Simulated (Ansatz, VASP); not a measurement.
# Cross-check of AlCo between VASP and Ansatz

One calculation is typed for both programs; each brings its own data sets. How far apart do they land? The cell is taken from a series of runs on this material, whose earlier steps may have relaxed, scaled, displaced or heated it; both programs get it as it stands.

Main program and level: Ansatz 0.2.0; plane waves, with VASP 6.6.1 beside it; elastic constants at BLYP.

**1. The starting structure**

It takes space group Pm-3m (No. 221, cubic). The conventional cell has a = 2.878 Å, b = 2.878 Å, c = 2.878 Å, α = 90.00°, β = 90.00°, γ = 90.00°. Nearest to Al lie 8 Co at 2.49 Å. Co has 8 Al at 2.49 Å nearest. Farther neighbours are not listed.

As a file:

```cif
data_structure
_symmetry_space_group_name_H-M 'Pm-3m'
_symmetry_Int_Tables_number 221
_cell_length_a 2.8776
_cell_length_b 2.8776
_cell_length_c 2.8776
_cell_angle_alpha 90.000
_cell_angle_beta 90.000
_cell_angle_gamma 90.000
_cell_volume 23.83
loop_
_atom_site_label
_atom_site_type_symbol
_atom_site_symmetry_multiplicity
_atom_site_Wyckoff_symbol
_atom_site_fract_x
_atom_site_fract_y
_atom_site_fract_z
_atom_site_occupancy
Al1 Al 1 a 0.00000 0.00000 0.00000 1
Co1 Co 1 b 0.50000 0.50000 0.50000 1
```

**2. Ansatz: elastic constants, BLYP**

Ansatz runs on its default PAW (the set named soft_2) files.

Elastic constants are differences of stresses under small strains, so they test the stress and the mesh.

Input file input.yaml:

```yaml
crystal:
  lattice:
    - [2.8775732057, 0.0, 0.0]
    - [0.0, 2.8775732057, 0.0]
    - [0.0, 0.0, 2.8775732057]
  atoms:
    - { symbol: Al, position: [0.0, 0.0, 0.0] }
    - { symbol: Co, position: [0.5, 0.5, 0.5] }
kpoints:
  mp_grid: { grid: [22, 22, 22] }
hamiltonian:
  xc: blyp
scf:
  occupations: { method: methfessel_paxton, width: 0.25 }
output:
  forces: true
  stress: true
  eigenvalues: true
elastic:
  mode: relaxed_ion
  stencil: two_point
  amplitude: 0.01
```

The run is started by

```
$ ansatz run input.yaml --threads 4 --pin off --max-ram 16384MiB --backend cpu --events-out ev --progress --plain --runs-dir out
```

Numbers of over 12 decimals in the logs are rounded to 6 here.

Log:

```text
Engine: ansatz 0.2.0, aarch64-unknown-linux-gnu
Pseudopotentials: kind: paw
Pseudopotential: Al, paw, valence charge 3, recommended cutoff 420 eV (normal), Al.paw.azcp
Pseudopotential: Co, paw, valence charge 17, recommended cutoff 420 eV (normal), Co.paw.azcp
Functional definition: BLYP
  parameter beta = 0.0042
  parameter a = 0.04918
  parameter b = 0.132
  parameter c = 0.2533
  parameter d = 0.349
  exchange = b88_x(beta = beta)
  correlation = lyp_c(a = a, b = b, c = c, d = d)
Crystal: 2 atoms, lattice volume = 23.828 Å³
Basis set: ecut = 420 eV, 461 PW (Γ), exchange–correlation on 40×40×40 points (8 copies of the dense FFT grid, shifted against one another)
Bands: 14, of which v1, the nominal top of the filled ones, is band 10 counted from 1 (9 counted from 0)
Symmetry: 48 space group operations
Space group: Pm-3m (ITA 221), of the structure as read, at distance tolerance 2.9e-5 Å
k-points: 364 of 10648
Non-local potential: Al, projectors of the file, l = 0: 2, l = 1: 2, l = 2: 1
Non-local potential: Co, projectors of the file, l = 0: 3, l = 1: 2, l = 2: 3, l = 3: 1
PAW form: soft (Blöchl's): semilocal exchange-correlation on the pseudo side does not see the compensation charge
PAW frozen core: Al, regenerated for the run's functional, and the local potential with it (the file was generated under x = pbe(κ = 0.804, μ = 0.219515), c = pbe(β = 0.066725))
PAW frozen core: Co, regenerated for the run's functional, and the local potential with it (the file was generated under x = pbe(κ = 0.804, μ = 0.219515), c = pbe(β = 0.066725))
PAW one-centre angular grid: Al, 110 points (default); XC on 64 Gauss nodes
PAW one-centre angular grid: Co, 590 points (default); XC on 64 Gauss nodes
Initial density: superposition of atomic densities (neutral atoms: chi_scale 0, normalization atom), corrected by the library's trained network
Initial wavefunctions: pseudopotential atomic-orbital guess
Functional: x = b88, c = lyp
SCF iter   1: F=—  HF=-5675.952289 eV  |F-HF|=—  |Δ(HF+E_count)|=         —  Δρ=2.89e-2  dr2=1.53e-1  ethr=1.77e-3  ⟨swp⟩=4.1  Hψ=23300  notcnv=0
preconditioner: auto → none  [metal: Δε(μ)=0.013 eV  Ē_g=8.117 eV  σ=0.250 eV  W_gap=0.04  n_scr=6 (ndim 8)  ℏωp=26.4 eV  f_vac=0.000  D(μ)=1.06/eV (n_scr^D=6)  sad-step TF]
SCF iter   2: F=—  HF=-5675.943398 eV  |F-HF|=—  |Δ(HF+E_count)|=   8.89e-3  S|Δr|=    0.00e0  Δρ=1.78e-2  dr2=6.54e-2  ethr=7.66e-4  ⟨swp⟩=1.0  Hψ=8008  notcnv=0
SCF iter   3: F=—  HF=-5675.936524 eV  |F-HF|=—  |Δ(HF+E_count)|=   6.87e-3  S|Δr|=    0.00e0  Δρ=3.34e-3  dr2=1.70e-3  ethr=3.27e-4  ⟨swp⟩=1.0  Hψ=5109  notcnv=0
SCF iter   4: F=—  HF=-5675.936502 eV  |F-HF|=—  |Δ(HF+E_count)|=   2.20e-5  S|Δr|=    0.00e0  Δρ=6.35e-4  dr2=3.47e-5  ethr=8.52e-6  ⟨swp⟩=2.2  Hψ=6380  notcnv=0
SCF iter   5: F=—  HF=-5675.936575 eV  |F-HF|=—  |Δ(HF+E_count)|=   7.28e-5  S|Δr|=    0.00e0  Δρ=6.15e-5  dr2=7.84e-7  ethr=1.74e-7  ⟨swp⟩=2.1  Hψ=6820  notcnv=0
SCF iter   6: F=—  HF=-5675.936574 eV  |F-HF|=—  |Δ(HF+E_count)|=   1.31e-6  S|Δr|=    0.00e0  Δρ=1.46e-5  dr2=3.52e-8  ethr=3.92e-9  ⟨swp⟩=2.1  Hψ=7486  notcnv=0
SCF iter   7: F=—  HF=-5675.936574 eV  |F-HF|=—  |Δ(HF+E_count)|=   1.15e-9  S|Δr|=    0.00e0  Δρ=7.49e-7  dr2=1.01e-10  ethr=1.76e-10  ⟨swp⟩=1.8  Hψ=6610  notcnv=0
SCF iter   8: F=—  HF=-5675.936574 eV  |F-HF|=—  |Δ(HF+E_count)|=  9.37e-11  S|Δr|=    0.00e0  Δρ=1.65e-7  dr2=2.07e-12  ethr=5.06e-13 (applied; sched 1.00e-12)  ⟨swp⟩=2.1  Hψ=7469  notcnv=0
SCF iter   9: F=-5675.936574 eV  HF=-5675.936574 eV  |F-HF|=9.09e-13  |Δ(HF+E_count)|=  9.09e-13  S|Δr|=    0.00e0  Δρ=7.60e-9  dr2=7.01e-15  ethr=1.00e-12  ⟨swp⟩=4.4  Hψ=17829  notcnv=0
SCF 1 converged in 9 iterations: F = -5675.936574 eV  dr2 = 7.01e-15
  greatest PAW one-centre occupation: 1.001 electrons in one spin orbital (limit 2), on the Co atom at site 1 (counted from 0), in its partial waves of l = 1
Crystal: 2 atoms, lattice volume = 23.589 Å³
Symmetry: 16 space group operations
k-points: 936 of 10648
Initial density: handed on by an earlier stage of this run
Initial wavefunctions: those handed on with the density
iter 1 solved again at ethr=2.25e-6 eV; its pass at ethr=3.10e-3 eV (dr2=4.49e-4 eV) is discarded
[...]
preconditioner: auto → none  [metal: Δε(μ)=0.005 eV  Ē_g=8.123 eV  σ=0.250 eV  W_gap=0.02  n_scr=6 (ndim 8)  ℏωp=26.5 eV  f_vac=0.000  D(μ)=1.00/eV (n_scr^D=6)]
[...]
SCF 2 converged in 8 iterations: F = -5675.934679 eV  dr2 = 1.93e-14
Crystal: 2 atoms, lattice volume = 24.066 Å³
[...]
preconditioner: auto → none  [metal: Δε(μ)=0.004 eV  Ē_g=7.979 eV  σ=0.250 eV  W_gap=0.01  n_scr=6 (ndim 8)  ℏωp=26.2 eV  f_vac=0.000  D(μ)=1.04/eV (n_scr^D=6)]
[...]
SCF 3 converged in 7 iterations: F = -5675.934857 eV  dr2 = 2.79e-14
Crystal: 2 atoms, lattice volume = 23.827 Å³
Symmetry: 8 space group operations
k-points: 1596 of 10648
[...]
preconditioner: auto → none  [metal: Δε(μ)=0.015 eV  Ē_g=8.053 eV  σ=0.250 eV  W_gap=0.05  n_scr=6 (ndim 8)  ℏωp=26.4 eV  f_vac=0.000  D(μ)=1.02/eV (n_scr^D=6)]
[...]
SCF iter   7: F=—  HF=-5675.935705 eV  |F-HF|=—  |Δ(HF+E_count)|=  9.09e-13  S|Δr|=    0.00e0  Δρ=3.90e-8  dr2=1.72e-13  ethr=1.00e-12  ⟨swp⟩=4.3  Hψ=78730  notcnv=0
SCF iter   8: F=-5675.935705 eV  HF=-5675.935705 eV  |F-HF|=9.09e-13  |Δ(HF+E_count)|=  1.82e-12  S|Δr|=    0.00e0  Δρ=6.76e-9  dr2=3.46e-15  ethr=1.00e-12  ⟨swp⟩=4.0  Hψ=66613  notcnv=0
SCF 4 converged in 8 iterations: F = -5675.935705 eV  dr2 = 3.46e-15
iter 1 solved again at ethr=1.19e-9 eV; its pass at ethr=3.10e-3 eV (dr2=2.37e-7 eV) is discarded
SCF iter   1: F=—  HF=-5675.935608 eV  |F-HF|=—  |Δ(HF+E_count)|=         —  Δρ=1.56e-4  dr2=2.19e-7  ethr=1.19e-9  ⟨swp⟩=2.1  Hψ=127245  notcnv=0
preconditioner: auto → none  [metal: Δε(μ)=0.013 eV  Ē_g=8.053 eV  σ=0.250 eV  W_gap=0.04  n_scr=6 (ndim 8)  ℏωp=26.4 eV  f_vac=0.000  D(μ)=1.02/eV (n_scr^D=6)]
SCF iter   2: F=—  HF=-5675.935688 eV  |F-HF|=—  |Δ(HF+E_count)|=   8.02e-5  S|Δr|=    0.00e0  Δρ=7.77e-5  dr2=4.63e-8  ethr=1.10e-9  ⟨swp⟩=2.0  Hψ=25240  notcnv=0
SCF iter   3: F=—  HF=-5675.935705 eV  |F-HF|=—  |Δ(HF+E_count)|=   1.72e-5  S|Δr|=    0.00e0  Δρ=6.13e-6  dr2=3.42e-9  ethr=2.32e-10  ⟨swp⟩=1.0  Hψ=22328  notcnv=0
SCF iter   4: F=—  HF=-5675.935705 eV  |F-HF|=—  |Δ(HF+E_count)|=   3.46e-8  S|Δr|=    0.00e0  Δρ=8.61e-7  dr2=1.10e-10  ethr=1.71e-11  ⟨swp⟩=2.0  Hψ=29528  notcnv=0
SCF iter   5: F=—  HF=-5675.935705 eV  |F-HF|=—  |Δ(HF+E_count)|=  4.08e-10  S|Δr|=    0.00e0  Δρ=2.77e-7  dr2=9.50e-12  ethr=5.51e-13 (applied; sched 1.00e-12)  ⟨swp⟩=2.1  Hψ=25812  notcnv=0
SCF iter   6: F=—  HF=-5675.935705 eV  |F-HF|=—  |Δ(HF+E_count)|=  7.28e-12  S|Δr|=    0.00e0  Δρ=3.99e-8  dr2=1.12e-13  ethr=4.75e-14 (applied; sched 1.00e-12)  ⟨swp⟩=2.7  Hψ=36176  notcnv=0  defer=15
SCF iter   7: F=-5675.935705 eV  HF=-5675.935705 eV  |F-HF|=9.09e-13  |Δ(HF+E_count)|=  2.73e-12  S|Δr|=    0.00e0  Δρ=4.83e-9  dr2=1.78e-15  ethr=1.00e-12  ⟨swp⟩=4.0  Hψ=67852  notcnv=0
SCF 5 converged in 7 iterations: F = -5675.935705 eV  dr2 = 1.78e-15
SCF converged after 9 iterations
Stability not checked: this state was not tested for a lower state beside it, because cold or Methfessel-Paxton smearing, or corrected tetrahedra, fill the levels in a way that the test cannot read (fill_not_monotonic; see scf.lower_state_search)
Free energy (F): -5675.936574 eV
Harris-Foulkes:  -5675.936574 eV  (|F-HF|=9.09e-13)
Internal energy: -5675.938143 eV  (E = F + TS)
E sigma→0 (E₀):  -5675.936966 eV
Entropy (-TS):   0.001570 eV (0.785 meV/atom)
Fermi energy:    14.490283 eV
--- Per-component energies (eV) ---
  E_band       = -281.773039
  E_kinetic    = 482.717675
  E_local      = -3712.357689  (includes V_loc(G=0)·N_el)
  E_nonlocal   = 466.014356
  E_hartree    = 1605.781932
  E_xc         = -197.436212
  E_vxc        = -232.019745  (∫ρ·V_xc dr)
  E_paw        = -2000.499134  (= ΣΔE_a)
  E_vpaw       = -497.691565  (= ΣTr[D̂ρ^β])
  E_aug_tail   = 0.000059  (compensation charges beyond the density's cutoff)
  E_ewald      = -2320.178287
  E_core_change = 0.019158  (= ΣΔE_core)
  E_smearing   = 0.001570  (= −TS)
  E_closure    = -0.000000  (closes the sum)
  Σ components = -5675.936574   (vs F -5675.936574, Δ=0.00e0)
--- Forces (eV/Å), atoms counted from 1 ---
  atom   1  Al    -0.00000000     0.00000000    -0.00000000
  atom   2  Co     0.00000000    -0.00000000     0.00000000
  max |Σ_I F_I| component: 2.10e-29 eV/Å
--- Stress (GPa, compression-positive) ---
        0.000598       0.000000       0.000000
        0.000000       0.000598       0.000000
        0.000000       0.000000       0.000598
  P = ⅓ Tr σ = 0.0006 GPa (0.006 kbar)
--- Band table (eV; the first three rows and the last of 364) ---
  k-point 0: bands = [... 6 lower, 11.6655, 13.6156, 13.6156, 13.6156, 20.2645, 20.2645, 20.2645, 23.2174]
  k-point 1: bands = [... 6 lower, 11.6759, 13.5949, 13.5949, 13.6178, 19.8577, 20.3182, 20.3182, 23.2130]
  k-point 2: bands = [... 6 lower, 11.7062, 13.5356, 13.5356, 13.6241, 18.9950, 20.4766, 20.4766, 23.1998]
  k-point 363: bands = [... 6 lower, 10.6582, 14.2943, 14.2943, 16.9240, 16.9240, 16.9240, 18.1394, 19.7112]
--- Elastic constants: 2 strain directions × 2 members + reference (group order 48) ---
  dense FFT box of the reference and of every strained cell: 20×20×20
  strains applied: 11, 23; error gains: componentwise 1.00 (the most a stress slope's error grows in a printed constant), spectral 1.73 (1 for all six strains in a standard setting)
  C = ∂σ_k/∂η_j (tension-positive GPa; Voigt order 11 22 33 23 13 12):
       242.956    123.992    123.992     -0.000     -0.000     -0.000
       123.992    242.956    123.992     -0.000     -0.000     -0.000
       123.992    123.992    242.956     -0.000     -0.000     -0.000
         0.000     -0.000     -0.000    116.342      0.000      0.000
         0.000      0.000     -0.000      0.000    116.342      0.000
         0.000     -0.000     -0.000      0.000      0.000    116.342
  reference stress σ⁰ (GPa):     -0.001     -0.001     -0.001     -0.000     -0.000     -0.000
  C* (energy form; C + prestress term) asymmetry max|C*_kj − C*_jk| = 8.527e-14 GPa — a small one proves nothing (zero by symmetry where the batch's group is 432, −43m or m−3m); a large one is finite-difference/SCF noise where every solve meets its electron count
  moduli (Voigt/Reuss/Hill, GPa): K = 163.65/163.65/163.65   G = 93.60/84.16/88.88   E = 225.77   ν = 0.270
  mechanically stable: yes (min eigenvalue of sym C = 116.34 GPa)
  strain η (Voigt 11):  stress-route row diagonal C_11 = 242.96 GPa, energy-path curvature d²(F+E_count+ΔE)/dδ²/Ω₀ = 242.20 GPa
         δ    σ_11 (GPa)             F (eV)   n_scf  n_hpsi   n_pw
    -1.000e-2      -2.6054       -5675.9346794       8  249675    474   relax 0 steps, max|allowed force component| 1.90e-29 eV/Å
     1.000e-2       2.2537       -5675.9348569       7  216647    483   relax 0 steps, max|allowed force component| 7.83e-28 eV/Å
  strain η (Voigt 23):  stress-route row diagonal C_44 = 116.34 GPa, energy-path curvature d²(F+E_count+ΔE)/dδ²/Ω₀ = 116.37 GPa
         δ    σ_23 (GPa)             F (eV)   n_scf  n_hpsi   n_pw
    -1.000e-2      -1.1634       -5675.9357051       8  450014    480   relax 0 steps, max|allowed force component| 7.89e-31 eV/Å
     1.000e-2       1.1634       -5675.9357051       7  357837    480   relax 0 steps, max|allowed force component| 5.05e-29 eV/Å
```

In the SCF lines HF is the Harris–Foulkes energy and dr2 the Hartree energy of the density residual, in eV; the loop may stop once dr2 is under the threshold and the program's other checks hold. Hψ counts applications of the Hamiltonian.

(Part 1 of 2 ends here.)

[Lines on the potential files, build, host, timing and source positions are cut from VASP's logs without a mark.]

[Logs are printed without paths, hosts, clocks, repeated set-up lines and the standing remarks that a program may print on its own settings, such as how far it seeks lower states.]

[Hosts, paths, dates, database ids (printed as entryN), source tags and the programs' standing remarks are cut or masked in the printed files.]
